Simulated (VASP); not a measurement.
Calculation: r2SCAN meta-GGA, VASP's PBE PAW potentials (set 64) (plane waves; VASP 6.6.1).

Input for VASP

### KPOINTS
```
Automatic mesh
0
Gamma
12 12 12
0 0 0
```

File POSCAR:
```
HfC
1.0
  0.0000000000   2.3200000000   2.3200000000
  2.3200000000   0.0000000000   2.3200000000
  2.3200000000   2.3200000000   0.0000000000
Hf C
1 1
direct
  0.0000000000   0.0000000000   0.0000000000
  0.5000000000   0.5000000000   0.5000000000
```

### INCAR
```
# general
SYSTEM   =  HfC
PREC     =  Accurate
ENCUT    =  530
LREAL    =  F
LASPH    =  T

# electronic loop
EDIFF    =  1E-6
NELM     =  100
ALGO     =  Normal
LMAXMIX  =  6
LMIXTAU  =  T

# smearing
ISMEAR   =  1
SIGMA    =  0.1

# functional
METAGGA  =  R2SCAN

# ions
IBRION   =  2
NSW      =  60
ISIF     =  3
EDIFFG   =  -0.01

# output
LWAVE    =  F
LCHARG   =  F
```

POTCAR, in this order: Hf_pv C (PBE.64 set). Program: vasp_std.

The run wrote:

### OSZICAR
```
       N       E                     dE             d eps       ncg     rms          rms(c)
DAV:   1    -0.133167351821E+02   -0.13317E+02   -0.82085E+03  1584   0.128E+03
DAV:   2    -0.614564671962E+02   -0.48140E+02   -0.45673E+02  2056   0.225E+02
DAV:   3    -0.631844152404E+02   -0.17279E+01   -0.16694E+01  2085   0.327E+01
DAV:   4    -0.632018205550E+02   -0.17405E-01   -0.17384E-01  1955   0.322E+00
DAV:   5    -0.632020492487E+02   -0.22869E-03   -0.22861E-03  2077   0.297E-01    0.632E+01
DAV:   6    -0.568309407794E+02    0.63711E+01   -0.13570E+01  1781   0.239E+01    0.403E+01
DAV:   7    -0.579336414238E+02   -0.11027E+01   -0.59630E-01  1728   0.799E+00    0.220E+01
DAV:   8    -0.566441242474E+02    0.12895E+01   -0.53879E-01  1776   0.738E+00    0.522E+00
DAV:   9    -0.571335435261E+02   -0.48942E+00   -0.58411E-01  1752   0.740E+00    0.177E+00
DAV:  10    -0.573484222396E+02   -0.21488E+00   -0.88574E-02  1719   0.312E+00    0.120E+00
DAV:  11    -0.573368237574E+02    0.11598E-01   -0.11202E-02  1905   0.975E-01    0.972E-01
DAV:  12    -0.573342258695E+02    0.25979E-02   -0.13024E-03  1737   0.346E-01    0.240E-01
DAV:  13    -0.573409323662E+02   -0.67065E-02   -0.36242E-03  1756   0.557E-01    0.170E-01
DAV:  14    -0.573418386191E+02   -0.90625E-03   -0.11926E-03  2042   0.332E-01    0.178E-01
DAV:  15    -0.573418353844E+02    0.32347E-05   -0.83442E-06  1957   0.311E-02    0.190E-01
DAV:  16    -0.573418281570E+02    0.72274E-05   -0.98276E-06  1799   0.247E-02    0.170E-01
DAV:  17    -0.573418543609E+02   -0.26204E-04   -0.39998E-05  1770   0.675E-02    0.244E-02
DAV:  18    -0.573418481814E+02    0.61795E-05   -0.10256E-05  1705   0.289E-02    0.174E-02
DAV:  19    -0.573418518977E+02   -0.37163E-05   -0.15223E-06   948   0.138E-02    0.149E-02
DAV:  20    -0.573418509933E+02    0.90443E-06   -0.85433E-07   907   0.881E-03
   1 F= -.57341851E+02 E0= -.57341748E+02  d E =-.573419E+02
       N       E                     dE             d eps       ncg     rms          rms(c)
DAV:   1    -0.573451572430E+02   -0.33053E-02   -0.13223E-01  1584   0.361E+00    0.121E+00
DAV:   2    -0.573419562818E+02    0.32010E-02   -0.59793E-03  1584   0.809E-01    0.540E-01
DAV:   3    -0.573410052761E+02    0.95101E-03   -0.42010E-03  1668   0.570E-01    0.494E-01
DAV:   4    -0.573410621559E+02   -0.56880E-04   -0.12280E-04  1917   0.110E-01    0.406E-01
DAV:   5    -0.573410890474E+02   -0.26891E-04   -0.36136E-04  1880   0.104E-01    0.115E-01
DAV:   6    -0.573411004987E+02   -0.11451E-04   -0.63602E-05  1689   0.839E-02    0.140E-02
DAV:   7    -0.573411138472E+02   -0.13348E-04   -0.38173E-05  1635   0.667E-02    0.201E-02
DAV:   8    -0.573411249993E+02   -0.11152E-04   -0.80005E-06  1641   0.305E-02    0.286E-03
DAV:   9    -0.573411225342E+02    0.24651E-05   -0.10063E-06   855   0.110E-02    0.324E-03
DAV:  10    -0.573411238915E+02   -0.13573E-05   -0.10312E-07   819   0.352E-03    0.136E-03
DAV:  11    -0.573411232775E+02    0.61399E-06   -0.10790E-08   813   0.122E-03
   2 F= -.57341123E+02 E0= -.57341023E+02  d E =0.727716E-03
       N       E                     dE             d eps       ncg     rms          rms(c)
DAV:   1    -0.573437980511E+02   -0.26742E-02   -0.58491E-02  1584   0.240E+00    0.810E-01
DAV:   2    -0.573424336220E+02    0.13644E-02   -0.26759E-03  1584   0.541E-01    0.360E-01
DAV:   3    -0.573420690531E+02    0.36457E-03   -0.18735E-03  1652   0.378E-01    0.329E-01
DAV:   4    -0.573420922235E+02   -0.23170E-04   -0.55234E-05  1914   0.738E-02    0.271E-01
DAV:   5    -0.573421032873E+02   -0.11064E-04   -0.14382E-04  1872   0.651E-02    0.896E-02
DAV:   6    -0.573420924841E+02    0.10803E-04   -0.28606E-05  1698   0.557E-02    0.760E-03
DAV:   7    -0.573421131352E+02   -0.20651E-04   -0.17619E-05  1632   0.454E-02    0.136E-02
DAV:   8    -0.573421110102E+02    0.21251E-05   -0.36663E-06  1626   0.205E-02    0.203E-03
DAV:   9    -0.573421137695E+02   -0.27593E-05   -0.43984E-07   810   0.735E-03    0.248E-03
DAV:  10    -0.573421129185E+02    0.85094E-06   -0.55330E-08   801   0.249E-03
   3 F= -.57342113E+02 E0= -.57342011E+02  d E =-.261925E-03
```

File OUTCAR:
```
------------------------ aborting loop because EDIFF is reached ----------------------------------------
  FORCE on cell =-STRESS in cart. coord.  units (eV):
  Direction    XX          YY          ZZ          XY          YZ          ZX
  --------------------------------------------------------------------------------------
  Total       -0.0107337     -0.0107337     -0.0107337      0.0000000      0.0000000      0.0000000
  in kB       -0.6910853     -0.6910853     -0.6910853      0.0000000      0.0000000      0.0000000
  external PRESSURE =      -0.6910853 kB  Pullay stress =       0.0000000 kB
  volume of cell :       24.88
      direct lattice vectors                 reciprocal lattice vectors
    -0.000000000  2.317215394  2.317215394    -0.215776229  0.215776229  0.215776229
     2.317215394  0.000000000  2.317215394     0.215776229 -0.215776229  0.215776229
     2.317215394  2.317215394  0.000000000     0.215776229  0.215776229 -0.215776229
 POSITION                                       TOTAL-FORCE (eV/Angst)
 -----------------------------------------------------------------------------------
      0.00000      0.00000      0.00000         0.000000     -0.000000      0.000000
      2.31722      2.31722      2.31722        -0.000000      0.000000     -0.000000
 -----------------------------------------------------------------------------------
    total drift:                                0.000000      0.000000      0.000000
  FREE ENERGIE OF THE ION-ELECTRON SYSTEM (eV)
  ---------------------------------------------------
  free  energy   TOTEN  =       -57.3421129185 eV

  energy  without entropy=      -57.3418063031  energy(sigma->0) =      -57.34201071

 reached required accuracy - stopping structural energy minimisation
```
(Selected blocks of OUTCAR.)

File CONTCAR:
```
HfC
   1.00000000000000
    -0.0000000000000000    2.3172153940074081    2.3172153940074081
     2.3172153940074081    0.0000000000000000    2.3172153940074081
     2.3172153940074081    2.3172153940074081    0.0000000000000000
  Hf              C
     1     1
Direct
     0.0000000000000000    0.0000000000000000    0.0000000000000000
     0.5000000000000000    0.5000000000000000    0.5000000000000000
```

### OUTCAR
```
 val. band max:        5.9065743012   @ k =   0.0833   0.0000   0.0000

 cond. band min:       6.0692228093   @ k =   0.5000   0.4167   0.0000


 Fermi energy:         6.0391177290

 k-point     1 :       0.0000    0.0000    0.0000
  band No.  band energies     occupation
      1     -24.7306      2.00000
      2     -24.7306      2.00000
      3     -24.7306      2.00000
      4      -7.1163      2.00000
      5       6.9806     -0.00000
      6       6.9806     -0.00000
      7       6.9806     -0.00000
      8       7.6095     -0.00000
      9       7.6095     -0.00000
     10       7.6095     -0.00000
     11       9.5461      0.00000

 k-point     2 :       0.0833    0.0000    0.0000
  band No.  band energies     occupation
      1     -24.7818      2.00000
      2     -24.7353      2.00000
      3     -24.7353      2.00000
      4      -6.9362      2.00000
      5       5.9066      2.06820
      6       6.1909     -0.05372
      7       6.1909     -0.05371
      8       7.9227     -0.00000
      9       7.9227     -0.00000
     10       8.2447      0.00000
     11      10.4034      0.00000

 k-point     3 :       0.1667    0.0000    0.0000
  band No.  band energies     occupation
      1     -24.9188      2.00000
      2     -24.7479      2.00000
      3     -24.7479      2.00000
      4      -6.4218      2.00000
      5       4.3634      2.00000
      6       5.0647      2.00000
      7       5.0647      2.00000
      8       8.4884      0.00000
      9       8.4884      0.00000
     10       8.7719      0.00000
     11      12.0735      0.00000

 k-point     4 :       0.2500    0.0000    0.0000
  band No.  band energies     occupation
      1     -25.1000      2.00000
      2     -24.7650      2.00000
      3     -24.7650      2.00000
      4      -5.6448      2.00000
      5       2.8022      2.00000
      6       4.0965      2.00000
      7       4.0965      2.00000
      8       9.2830      0.00000
      9       9.3178      0.00000
...
```

Unless said otherwise, spin-orbit coupling is left out, though it shifts the bands of the heavy elements here.

The compound is HfC in the rock salt structure. This run relaxes it. Symmetry was kept, so distortions that lower it aren't found.
